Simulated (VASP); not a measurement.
Data:

```
Pd
1.0
    0.00000     1.99307     1.99307
    1.99307     0.00000     1.99307
    1.99307     1.99307     0.00000
Pd
1
Cartesian
  0.00000   0.00000   0.00000
```

These are PW91 GGA, VASP's PBE PAW potentials (set 64) (plane waves; VASP) values and carry that method's errors. Settings: 520 eV cut-off, 16×16×16 Γ-centred mesh, first-order Methfessel-Paxton smearing of 0.10 eV, potentials Pd.

Q: Give the stress tensor in GPa (positive for a compressed cell).

A: 
```
-4.76   0.00   0.00
 0.00  -4.76   0.00
 0.00   0.00  -4.76
```
The pressure is its mean diagonal, -4.76 GPa.

The compound is Pd in the fcc structure. This cell is one point of a volume scan, at 1.03 of the reference volume.
